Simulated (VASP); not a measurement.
Y3F:

```xyz
4
Lattice="6.2667 0.0000 0.0000 -3.1333 5.4271 0.0000 0.0000 0.0000 3.3620" Properties=species:S:1:pos:R:3 pbc="T T T"
Y     3.1333    0.0000    0.0000
Y    -1.5667    2.7135    0.0000
Y     1.5667    2.7135    0.0000
F     0.0000    0.0000    0.0000
```

The cell was built by a generator and needn't be a form met in nature.

Base run:

```yaml
Program: VASP 6.6.1
Functional: PBEsol
Potentials_or_basis: VASP PAW PBE potentials, release 64 (Y_sv, F)
Cutoff: 520 eV
k_mesh: 4 × 4 × 6
Occupations: fermi-dirac, width 0.05 eV
Spin: no spin polarisation
```

Its results: pressure -2.1 GPa.

Question: After a change of settings the same cell gave: pressure -1.7 GPa. Which change was it?
A. functional from PBEsol to PW91
B. functional from PBEsol to revPBE
C. functional from PBEsol to RPBE
D. functional from PBEsol to AM05

Answer: D.

Caveats: the PAW data sets were made with another functional, which shifts forces and pressure a little.

Not every run made on this cell is shown here.
